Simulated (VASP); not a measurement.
Method: rev-vdW-DF2, VASP's PBE PAW potentials (set 64) (plane waves; VASP).

VASP ran on this input.

**KPOINTS**
```
Automatic
0
Gamma
 9 9 9
0 0 0
```

File POSCAR:
```
Pt3Ti
1
    3.9279871822     0.0000000000     0.0000000000
    0.0000000000     3.9279871822     0.0000000000
    0.0000000000     0.0000000000     3.9279871822
Ti Pt
1 3
Direct
  0.0000000000   0.0000000000   0.0000000000
  0.0000000000   0.5000000000   0.5000000000
  0.5000000000   0.0000000000   0.5000000000
  0.5000000000   0.5000000000   0.0000000000
```

INCAR:
```
# general
SYSTEM    =  Pt3Ti
PREC      =  Accurate
ENCUT     =  520
LREAL     =  .FALSE.
LASPH     =  .TRUE.

# electronic loop
EDIFF     =  1E-7
NELM      =  100
ALGO      =  Normal
LMAXMIX   =  6

# smearing
ISMEAR    =  -5

# functional
GGA       =  MK
LUSE_VDW  =  .TRUE.
AGGAC     =  0.0
PARAM1    =  0.1234568
PARAM2    =  0.7114
ZAB_VDW   =  -1.8867

# ions
ISIF      =  2

# output
LWAVE     =  .FALSE.
LCHARG    =  .TRUE.
LORBIT    =  11
NEDOS     =  601

# other
LEFG      =  .TRUE.
```

POTCAR, in this order: Ti_sv Pt (PBE.64 set). Program: vasp_std.

What VASP printed:

OSZICAR:
```
       N       E                     dE             d eps       ncg     rms          rms(c)
DAV:   1     0.391851326401E+03    0.39185E+03   -0.21624E+04  1750   0.182E+03
DAV:   2     0.106779123809E+02   -0.38117E+03   -0.37443E+03  1892   0.451E+02
DAV:   3    -0.230162994348E+02   -0.33694E+02   -0.32659E+02  2644   0.111E+02
DAV:   4    -0.240704127949E+02   -0.10541E+01   -0.10510E+01  2041   0.213E+01
DAV:   5    -0.241022949659E+02   -0.31882E-01   -0.31900E-01  2588   0.367E+00    0.215E+01
DAV:   6    -0.223684792676E+02    0.17338E+01   -0.23557E+01  2536   0.335E+01    0.145E+01
DAV:   7    -0.218065286559E+02    0.56195E+00   -0.32493E+01  2558   0.339E+01    0.101E+01
DAV:   8    -0.210573379716E+02    0.74919E+00   -0.16470E+00  2499   0.980E+00    0.459E+00
DAV:   9    -0.209510870813E+02    0.10625E+00   -0.21011E+00  2605   0.782E+00    0.225E+00
DAV:  10    -0.208982424379E+02    0.52845E-01   -0.33444E-01  2499   0.385E+00    0.345E-01
DAV:  11    -0.209009217676E+02   -0.26793E-02   -0.50706E-03  2347   0.545E-01    0.451E-01
DAV:  12    -0.208976570928E+02    0.32647E-02   -0.14221E-02  2588   0.708E-01    0.280E-02
DAV:  13    -0.208979703437E+02   -0.31325E-03   -0.20967E-04  2032   0.106E-01    0.111E-02
DAV:  14    -0.208979368266E+02    0.33517E-04   -0.17056E-05  2349   0.306E-02    0.966E-03
DAV:  15    -0.208979543245E+02   -0.17498E-04   -0.57483E-06  2433   0.201E-02    0.167E-03
DAV:  16    -0.208979579833E+02   -0.36587E-05   -0.23762E-07  1665   0.325E-03    0.490E-04
DAV:  17    -0.208979567113E+02    0.12720E-05   -0.24669E-08   979   0.140E-03    0.196E-04
DAV:  18    -0.208979571305E+02   -0.41926E-06   -0.56986E-09   961   0.720E-04    0.847E-05
DAV:  19    -0.208979569854E+02    0.14514E-06   -0.16539E-09   939   0.352E-04    0.277E-05
DAV:  20    -0.208979569713E+02    0.14134E-07   -0.63223E-10   928   0.203E-04
   1 F= -.20897957E+02 E0= -.20897957E+02  d E =0.000000E+00
```

### OUTCAR
```
------------------------ aborting loop because EDIFF is reached ----------------------------------------
  FORCE on cell =-STRESS in cart. coord.  units (eV):
  Direction    XX          YY          ZZ          XY          YZ          ZX
  --------------------------------------------------------------------------------------
  Total       -0.0143461     -0.0143461     -0.0143461      0.0000000      0.0000000     -0.0000000
  in kB       -0.3792576     -0.3792576     -0.3792576      0.0000000      0.0000000     -0.0000000
  external PRESSURE =      -0.3792576 kB  Pullay stress =       0.0000000 kB
  volume of cell :       60.61
      direct lattice vectors                 reciprocal lattice vectors
     3.927987182  0.000000000  0.000000000     0.254583315  0.000000000  0.000000000
     0.000000000  3.927987182  0.000000000     0.000000000  0.254583315  0.000000000
     0.000000000  0.000000000  3.927987182     0.000000000  0.000000000  0.254583315
 POSITION                                       TOTAL-FORCE (eV/Angst)
 -----------------------------------------------------------------------------------
      0.00000      0.00000      0.00000         0.000000      0.000000      0.000000
      0.00000      1.96399      1.96399         0.000000      0.000000      0.000000
      1.96399      0.00000      1.96399         0.000000      0.000000      0.000000
      1.96399      1.96399      0.00000         0.000000      0.000000      0.000000
 -----------------------------------------------------------------------------------
    total drift:                                0.000000      0.000000     -0.000000
  FREE ENERGIE OF THE ION-ELECTRON SYSTEM (eV)
  ---------------------------------------------------
  free  energy   TOTEN  =       -20.8979569713 eV

  energy  without entropy=      -20.8979569713  energy(sigma->0) =      -20.89795697

 total charge

# of ion       s       p       d       tot
------------------------------------------
    1        2.209   6.152   1.797  10.158
    2        0.688   0.645   8.068   9.401
    3        0.688   0.645   8.068   9.401
    4        0.688   0.645   8.068   9.401
--------------------------------------------------
tot          4.273   8.086  26.002  38.362

 Electric field gradients after diagonalization (V/A^2)
 (convention: |V_zz| > |V_xx| > |V_yy|)
----------------------------------------------------------------------
 ion       V_xx      V_yy      V_zz     asymmetry (V_yy - V_xx)/ V_zz
----------------------------------------------------------------------
   1       0.000     0.000     0.000      -0.266
   2      33.474    33.474   -66.949       0.000
   3      33.474    33.474   -66.949       0.000
   4      33.474    33.474   -66.949       0.000
```
(Selected blocks of OUTCAR.)

**OUTCAR**
```
 val. band max:       11.3653001870   @ k =   0.3333   0.0000   0.0000

 cond. band min:      11.3067546850   @ k =   0.4444   0.1111   0.1111


 Fermi energy:        11.3609721828

 k-point     1 :       0.0000    0.0000    0.0000
  band No.  band energies     occupation
      1     -46.6955      2.00000
      2     -23.0306      2.00000
      3     -23.0306      2.00000
      4     -23.0306      2.00000
      5       1.3673      2.00000
      6       4.1807      2.00000
      7       4.5152      2.00000
      8       4.5152      2.00000
      9       4.8222      2.00000
     10       4.8222      2.00000
     11       4.8222      2.00000
     12       7.8198      2.00000
     13       7.8198      2.00000
     14       7.8198      2.00000
     15       9.6920      2.00000
     16       9.6920      2.00000
     17      10.8073      2.00000
     18      11.3627      1.99999
     19      11.3627      1.99999
     20      11.3627      1.65343
     21      12.6538     -0.00388
     22      12.6538      0.00000
     23      12.9761      0.00000
     24      12.9761      0.00000
     25      12.9761      0.00000

 k-point     2 :       0.1111    0.0000    0.0000
  band No.  band energies     occupation
      1     -46.6953      2.00000
      2     -23.0335      2.00000
      3     -23.0310      2.00000
      4     -23.0310      2.00000
      5       1.5275      2.00000
      6       4.2813      2.00000
      7       4.5719      2.00000
      8       4.6485      2.00000
      9       4.8805      2.00000
     10       4.9198      2.00000
     11       4.9198      2.00000
     12       7.7241      2.00000
     13       7.8683      2.00000
     14       7.8683      2.00000
     15       9.5565      2.00000
     16       9.7124      2.00000
     17      10.6637      2.00000
     18      10.7079      2.00000
     19      10.7079      2.00000
     20      11.3631      1.88006
     21      12.0213     -0.25335
     22      12.5605      0.00000
     23      12.5605      0.00000
...
```

For a metal the tetrahedron method with Blöchl corrections gives inexact stress and forces. Unless said otherwise, spin-orbit coupling is left out, though it shifts the bands of the heavy elements here.

The compound is Pt3Ti in the L1_2 structure. It was relaxed first.
